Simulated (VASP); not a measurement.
Data:

```
CELL_PARAMETERS angstrom
      0.00000     3.00248     3.00248
      3.00248     0.00000     3.00248
      3.00248     3.00248     0.00000
ATOMIC_POSITIONS crystal
  Pb 0.00000 0.00000 0.00000
  S  0.50000 0.50000 0.50000
```

These are PBE GGA, VASP's PBE PAW potentials (set 64) (plane waves; VASP 6.6.1) values and carry that method's errors. Numerical set-up: 520 eV cut-off, Gaussian smearing of 0.050 eV, potentials Pb_d S.

Unless said otherwise, spin-orbit coupling is left out, though it shifts the bands of the heavy elements here.

**Question.** Give the energies of bands 7 to 13 at the high-symmetry points, in eV from the valence-band maximum.

**Answer.** 
```tsv
band	Γ	X	U	L	W
7	-6.07	-7.12	-7.80	-8.60	-7.78
8	-1.96	-4.85	-4.45	-1.59	-4.11
9	-1.96	-3.17	-2.69	-1.59	-4.11
10	-1.96	-3.17	-2.30	0.00	-0.91
11	5.14	4.06	3.36	0.49	2.25
12	5.14	5.49	4.12	2.08	4.69
13	5.14	5.58	5.02	2.08	4.69
```

The gap is direct, 0.49 eV, from the valence maximum at L to the conduction minimum at L.

Measured: gap 0.37 eV (computed value off by +0.12 eV), as given by Wikipedia, List of semiconductor materials.

The compound is PbS in the rock salt structure. It was relaxed first.
